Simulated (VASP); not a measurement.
A VASP calculation is set up with these files.

KPOINTS:
```
kpoints
0
G
  10 10 8
```

**INCAR**
```
ALGO = Normal
EDIFF = 1E-6
ENCUT = 520
GGA = PE
ISIF = 2
ISMEAR = 1
ISYM = -1
LASPH = .TRUE.
LCHARG = .FALSE.
LREAL = .FALSE.
LWAVE = .FALSE.
NELM = 100
PREC = Accurate
SIGMA = 0.1
SYSTEM = MgB2
```

POSCAR:
```
MgB2
3.1517990
  0.5000001586  -0.8660254033   0.0000000000
  0.5000001586   0.8660254033   0.0000000000
  0.0000000000   0.0000000000   1.1391589375
Mg B
1 2
Direct
  0.0000000000   0.0000000000   0.0000000000
  0.3333330000   0.6666670000   0.5000000000
  0.6666670000   0.3333330000   0.5000000000
```

POTCAR, in this order: Mg B (PBE.64 set). Program: vasp_std.

Problem. Write an equivalent input for Ansatz.

Solution. One equivalent input (not run):
Ansatz 0.2 input:
```yaml
crystal:
  lattice:
    - [1.5759000, -2.7295380, 0.0000000]
    - [1.5759000, 2.7295380, 0.0000000]
    - [0.0000000, 0.0000000, 3.5904000]
  symmetry: { detect: false }
  atoms:
    - { symbol: Mg, position: [0.0000000, 0.0000000, 0.0000000] }
    - { symbol: B, position: [0.3333330, 0.6666670, 0.5000000] }
    - { symbol: B, position: [0.6666670, 0.3333330, 0.5000000] }
kpoints:
  mp_grid: { grid: [10, 10, 8] }
hamiltonian:
  xc: pbe
  pseudopotentials: { kind: paw }
scf:
  occupations: { method: methfessel_paxton, width: 0.1 }
  max_iter: 100
output: { forces: true, stress: true, eigenvalues: true }
```
The two are equivalent in intent, not identical: each code has its own PAW files, so the cut-off isn't converted (ENCUT is set for VASP's; basis.ecutwfc is left out, and Ansatz then takes the one that its files recommend); Ansatz stops its SCF on the density residual and VASP on the energy change (EDIFF).

The compound is MgB2 in the AlB2 type structure. The cell was not relaxed at this level. The run is one of a series of settings (ISYM = -1 against the base run), some of them coarse on purpose.
